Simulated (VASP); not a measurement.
Data:

```yaml
crystal:
  lattice:
    - [1.81559, -3.14469, 0.00000]
    - [1.81559, 3.14469, 0.00000]
    - [0.00000, 0.00000, 5.70998]
  atoms:
    - { symbol: Sn, position: [0.00000, 0.00000, 0.00000] }
    - { symbol: S, position: [0.33333, 0.66667, 0.25702] }
    - { symbol: S, position: [0.66667, 0.33333, 0.74298] }
```

All values below come from LDA (Ceperley-Alder, Perdew-Zunger) with spin-orbit coupling, VASP's LDA PAW potentials (set 64) (plane waves; VASP 6.6.1). Settings: 400 eV cut-off, 6×6×4 Γ-centred mesh, Gaussian smearing of 0.050 eV, potentials Sn_d S.

The path is coarsely sampled, so an indirect gap can come out somewhat too large.

Question: Give the energies of bands 17 to 30 at the high-symmetry points, in eV from the valence-band maximum.

Answer: 
```tsv
band	Γ	M	K	A	L	H
17	-0.91	-4.62	-3.83	-2.34	-5.23	-4.51
18	-0.91	-4.62	-3.83	-2.34	-5.23	-4.51
19	-0.75	-3.15	-3.72	-1.02	-2.61	-4.42
20	-0.75	-3.15	-3.72	-1.02	-2.61	-4.42
21	-0.59	-2.81	-3.43	-0.88	-1.94	-3.96
22	-0.59	-2.81	-3.43	-0.88	-1.94	-3.96
23	-0.54	-1.41	-1.80	-0.39	-0.99	-0.42
24	-0.54	-1.41	-1.80	-0.39	-0.99	-0.42
25	0.00	-0.41	-1.80	-0.34	-0.90	-0.41
26	0.00	-0.41	-1.80	-0.34	-0.90	-0.41
27	1.64	1.53	1.59	2.98	1.27	2.94
28	1.64	1.53	1.59	2.98	1.27	2.94
29	3.26	4.10	6.70	3.35	4.31	4.86
30	3.26	4.10	6.70	3.35	4.31	4.86
```

The gap is indirect, 1.16 eV, from the valence maximum at Γ to the conduction minimum at L-M at 0.25.

The compound is SnS2 in the 1T layered structure. It was relaxed first.
